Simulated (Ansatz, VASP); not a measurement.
BiCl6 in VASP and in Ansatz

```
Bi Cl
1.0
     3.45716    1.99599    6.16631
    -3.45716    1.99599    6.16631
     0.00000   -3.99199    6.16631
Bi Cl
1 6
Direct
  0.00000 0.00000 0.00000
  0.38313 0.06254 0.79095
  0.79095 0.38313 0.06254
  0.06254 0.79095 0.38313
  0.61687 0.93746 0.20905
  0.20905 0.61687 0.93746
  0.93746 0.20905 0.61687
```

Change from the starting cell: species swapped into the WCl6 type (R-3, No. 148).

Alike in both runs: functional PBE; k mesh 3 × 3 × 3; occupations gaussian, width 0.1 eV; no spin polarisation.

Ansatz relaxed the structure, and its values are those at the end. VASP's run is a single point on that final structure, the one shown.

|  | VASP | Ansatz |
| --- | --- | --- |
| version | VASP 6.6.1 | Ansatz 0.2.0 |
| potentials or method | VASP PAW PBE potentials, release 64 (Bi_d, Cl) | scalar-relativistic, plane waves, PAW |
| plane-wave cutoff (eV) | 520 | 420 |
| valence electrons in the cell | 57 | 57 |

```tsv
	VASP	Ansatz	Ansatz less VASP
pressure (GPa)	-0.1	-0.1	+0.08
rms of the force components (eV/Å)	0.023	0.020	-0.0038
```

Caveats: the k mesh is coarse (spacing up to 0.37 Å⁻¹), so the values aren't converged; an odd number of electrons without spin polarisation forces a metal; a magnetic or distorted state may lie lower.
